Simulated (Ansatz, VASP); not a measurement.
# ZnSe (Stilleite): VASP beside Ansatz, part 2 of 2

Wanted: the spread between two codes on one cell, functional and k mesh. The cell is taken from a series of runs on this material, whose earlier steps may have relaxed, scaled, displaced or heated it; both programs get it as it stands.

VASP 6.6.1 and Ansatz 0.2.0.

So far: Set-up; Ansatz: zone-centre phonons, LDA; VASP: zone-centre phonons, LDA.

**3. VASP: zone-centre phonons, LDA (continued)**

Level of this step: LDA; plane waves and PAW (Zn, Se) (VASP).

Numbers of over 12 decimals in the logs are rounded to 6 here.

OUTCAR, selected parts (step 3):

```text
ion  position               nearest neighbor table
   1  0.001  0.001  0.999-   2 2.41   2 2.41   2 2.41   2 2.41
   2  0.749  0.749  0.751-   1 2.41   1 2.41   1 2.41   1 2.41

  LATTYP: Found a body centered orthorhombic cell.
 ALAT       =     3.8973444247
 B/A-ratio  =     1.0100700922
 C/A-ratio  =     1.4370833253

 Subroutine GETGRP returns: Found  4 space group operations
 (whereof  4 operations were pure point group operations)

The static configuration has the point symmetry C_2v.

 Found    280 irreducible k-points:

   k-points           NKPTS =    280   k-points in BZ     NKDIM =    280   number of bands    NBANDS=     15

   dimension x,y,z NGX =    30 NGY =   30 NGZ =   28
   dimension x,y,z NGXF=    60 NGYF=   60 NGZF=   56

   ENCUT  =  500.0 eV  36.75 Ry    6.06 a.u.   7.18  7.18  7.11*2*pi/ulx,y,z

   NELECT =      18.0000    total number of electrons

 k-points in reciprocal lattice and weights: Automatic mesh
   0.00000000  0.00000000  0.00000000       0.001
   0.08333333 -0.00000000  0.00000000       0.002
   0.16666667  0.00000000  0.00000000       0.002
   0.25000000  0.00000000  0.00000000       0.002
   0.33333333  0.00000000  0.00000000       0.002
   0.41666667  0.00000000  0.00000000       0.002
   0.50000000  0.00000000  0.00000000       0.001
   0.08333333  0.08333333  0.00000000       0.001
   0.16666667  0.08333333  0.00000000       0.002
[...]
0.25000000  0.25000000  0.50000000       0.001
  -0.25000000  0.25000000  0.50000000       0.001

 average (electrostatic) potential at core
       1 -37.8313       2 -61.7772

  Total        0.2182803      0.2182803      0.1032298      0.1172609      0.0000000      0.0000000
  in kB        8.1398280      8.1398280      3.8495132      4.3727447      0.0000000      0.0000000
  external PRESSURE =       6.7097231 kB  Pullay stress =       0.0000000 kB

  energy-cutoff  :      500.00
  volume of cell :       42.96
      direct lattice vectors                 reciprocal lattice vectors
    -0.013875775  2.769714446  2.800404343    -0.179624140  0.179624140  0.178545645
     2.769714446 -0.013875775  2.800404343     0.179624140 -0.179624140  0.178545645
     2.755838671  2.755838671  0.000000000     0.181432972  0.181432972 -0.178545645

 POSITION                                       TOTAL-FORCE (eV/Angst)
 -----------------------------------------------------------------------------------
      2.75584      2.75584      0.00511         0.000000      0.000000      0.000921
      4.13376      4.13376      4.19550        -0.000000     -0.000000     -0.000921
 -----------------------------------------------------------------------------------
    total drift:                                0.000002      0.000002      0.000644

 Eigenvectors and eigenvalues of the dynamical matrix
 ----------------------------------------------------

   1 f  =    6.658422 THz    41.836101 2PiTHz  222.101059 cm-1    27.537009 meV
             X         Y         Z           dx          dy          dz
      2.755839  2.755839  0.005107     0.000000    0.000000    0.738925
      4.133758  4.133758  4.195500    -0.000000   -0.000000   -0.673788

   2 f  =    6.645004 THz    41.751789 2PiTHz  221.653463 cm-1    27.481515 meV
             X         Y         Z           dx          dy          dz
      2.755839  2.755839  0.005107     0.522697    0.522697   -0.000000
      4.133758  4.133758  4.195500    -0.476223   -0.476223    0.000000

   3 f  =    6.592398 THz    41.421258 2PiTHz  219.898728 cm-1    27.263955 meV
             X         Y         Z           dx          dy          dz
      2.755839  2.755839  0.005107     0.521663   -0.521663    0.000000
      4.133758  4.133758  4.195500    -0.477355    0.477355   -0.000000

   4 f/i=    0.003870 THz     0.024313 2PiTHz    0.129076 cm-1     0.016003 meV
             X         Y         Z           dx          dy          dz
      2.755839  2.755839  0.005107    -0.476223   -0.476223    0.000000
      4.133758  4.133758  4.195500    -0.522697   -0.522697    0.000000

   5 f/i=    0.006644 THz     0.041747 2PiTHz    0.221629 cm-1     0.027478 meV
             X         Y         Z           dx          dy          dz
      2.755839  2.755839  0.005107    -0.000000   -0.000000   -0.673788
      4.133758  4.133758  4.195500    -0.000000   -0.000000   -0.738925

   6 f/i=    0.018132 THz     0.113929 2PiTHz    0.604831 cm-1     0.074989 meV
             X         Y         Z           dx          dy          dz
      2.755839  2.755839  0.005107     0.477355   -0.477355   -0.000000
      4.133758  4.133758  4.195500     0.521663   -0.521663   -0.000000

 ELASTIC MODULI CONTR FROM IONIC RELAXATION (kBar)
 Direction    XX          YY          ZZ          XY          YZ          ZX
 --------------------------------------------------------------------------------
 XX          -0.1635     -0.1635     -0.2129     -6.3204     -0.0000     -0.0000
 YY          -0.1635     -0.1635     -0.2129     -6.3204     -0.0000     -0.0000
 ZZ          -0.2129     -0.2129     -0.2771     -8.2282     -0.0000     -0.0000
 XY          -6.3204     -6.3204     -8.2282   -244.2931     -0.0000     -0.0000
 YZ          -0.0000     -0.0000     -0.0000     -0.0000   -241.4815     -9.1369
 ZX          -0.0000     -0.0000     -0.0000     -0.0000     -9.1369   -233.9965
 --------------------------------------------------------------------------------
```

**4. Comparison**

Known differences besides the potentials themselves: the two LDA forms differ slightly; fixed occupations in Ansatz, narrow Gaussian smearing in VASP; the data sets hold 28 valence electrons in Ansatz (on its PAW soft_1 files) and 18 in VASP; the cutoff is 420 eV in Ansatz and 500 eV in VASP; VASP's log shows a relativistic correction to its local exchange, Ansatz's none. Total energies have different zeros and are not compared.

Both answers:

```csv
quantity,Ansatz,VASP,difference
optical mode 1 (cm⁻¹),218.3,219.9,-0.74 %
optical mode 2 (cm⁻¹),219.5,221.7,-0.97 %
optical mode 3 (cm⁻¹),219.9,222.1,-0.97 %
```

Modes are paired by rising frequency, not by their patterns, so a pair may set unlike modes beside each other; they are those without the splitting of longitudinal modes.

**5. What came out**

- r.m.s. difference of the optical zone-centre modes, each program's sorted by frequency (zone-centre phonons, LDA): 2.0 cm⁻¹
- difference in optical mode 3 (zone-centre phonons, LDA): -1.0 %

In words: The r.m.s. difference of the optical zone-centre modes, each program's sorted by frequency is 2.0 cm⁻¹ (zone-centre phonons, LDA). The data sets hold unlike numbers of valence electrons (28 in Ansatz and 18 in VASP), so part of the differences comes from the potentials. Among the rows given in per cent, the largest difference of the zone-centre phonons, LDA pair is in optical mode 3, -1.0 %. Such differences can come from data sets, numerical settings and the points named under the comparisons, not from the functional's error against experiment.

[Lines on the potential files, build, host, timing and source positions are cut from VASP's logs without a mark.]

[Logs are printed without paths, hosts, clocks, repeated set-up lines and the standing remarks that a program may print on its own settings, such as how far it seeks lower states.]

[Hosts, paths, dates, database ids (printed as entryN), source tags and the programs' standing remarks are cut or masked in the printed files.]
